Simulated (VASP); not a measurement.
Output of a VASP run:

OSZICAR:
```
       N       E                     dE             d eps       ncg     rms          rms(c)
DAV:   1     0.423000204824E+02    0.42300E+02   -0.39381E+03  1128   0.674E+02
DAV:   2    -0.140730158079E+01   -0.43707E+02   -0.43484E+02  1148   0.181E+02
DAV:   3    -0.214318154549E+01   -0.73588E+00   -0.71557E+00  1709   0.239E+01
DAV:   4    -0.216075314554E+01   -0.17572E-01   -0.17498E-01  1585   0.306E+00
DAV:   5    -0.216109384841E+01   -0.34070E-03   -0.34047E-03  1799   0.240E-01    0.229E+00
DAV:   6    -0.216052656720E+01    0.56728E-03   -0.78891E-03  1423   0.111E+00    0.139E+00
DAV:   7    -0.216025356459E+01    0.27300E-03   -0.10681E-02  1256   0.132E+00    0.852E-02
DAV:   8    -0.216012488903E+01    0.12868E-03   -0.12853E-03  1298   0.339E-01    0.180E-02
DAV:   9    -0.216014006372E+01   -0.15175E-04   -0.11891E-04  1726   0.731E-02    0.684E-03
DAV:  10    -0.216014010986E+01   -0.46137E-07   -0.12038E-05  1524   0.397E-02    0.394E-03
DAV:  11    -0.216013940729E+01    0.70257E-06   -0.87206E-07  1280   0.115E-02
   1 F= -.21601394E+01 E0= -.21226386E+01  d E =-.750016E-01
```

OUTCAR:
```
------------------------ aborting loop because EDIFF is reached ----------------------------------------
  FORCE on cell =-STRESS in cart. coord.  units (eV):
  Direction    XX          YY          ZZ          XY          YZ          ZX
  --------------------------------------------------------------------------------------
  Total       -0.4412991     -0.4412991     -0.4412991     -0.0000000      0.0000000     -0.0000000
  in kB      -15.8263097    -15.8263097    -15.8263097     -0.0000000      0.0000000     -0.0000000
  external PRESSURE =     -15.8263097 kB  Pullay stress =       0.0000000 kB
  volume of cell :       44.67
      direct lattice vectors                 reciprocal lattice vectors
     0.000000000  2.816294000  2.816294000    -0.177538283  0.177538283  0.177538283
     2.816294000  0.000000000  2.816294000     0.177538283 -0.177538283  0.177538283
     2.816294000  2.816294000  0.000000000     0.177538283  0.177538283 -0.177538283
 POSITION                                       TOTAL-FORCE (eV/Angst)
 -----------------------------------------------------------------------------------
      0.00000      0.00000      0.00000         0.000000      0.000000      0.000000
 -----------------------------------------------------------------------------------
    total drift:                                0.000000      0.000000     -0.000000
  FREE ENERGIE OF THE ION-ELECTRON SYSTEM (eV)
  ---------------------------------------------------
  free  energy   TOTEN  =        -2.1601394073 eV

  energy  without entropy=       -2.0851377881  energy(sigma->0) =       -2.12263860
```
(Selected blocks of OUTCAR.)

**POSCAR**
```
Ca
1
    0.0000000000     2.8162940000     2.8162940000
    2.8162940000     0.0000000000     2.8162940000
    2.8162940000     2.8162940000     0.0000000000
Ca
1
Direct
  0.0000000000   0.0000000000   0.0000000000
```

Task: Write an INCAR and KPOINTS that could have produced this output.

Result: This is not unique; one that fits is the input of the run itself, PBEsol GGA, plane waves, VASP's PBE PAW potentials (set 64).

**INCAR**
```
SYSTEM=Ca
PREC=Accurate; ENCUT=300; LREAL=.FALSE.
LASPH=.TRUE.
EDIFF=1E-6; NELM=100; ALGO=Normal
ISMEAR=-1; SIGMA=0.136
GGA=PS
ISIF=2
LWAVE=.FALSE.; LCHARG=.FALSE.
```

**KPOINTS**
```
K-points
0
G
 8 8 8
0.5 0.5 0.5
```

POTCAR, in this order: Ca_sv (PBE.64 set). Program: vasp_std.

At this cut-off the stress carries a Pulay error, which pulls relaxed volumes low.

The structure comes from a computed database's Ca entry; how it stands against other phases isn't given here. The cell was not relaxed at this level.
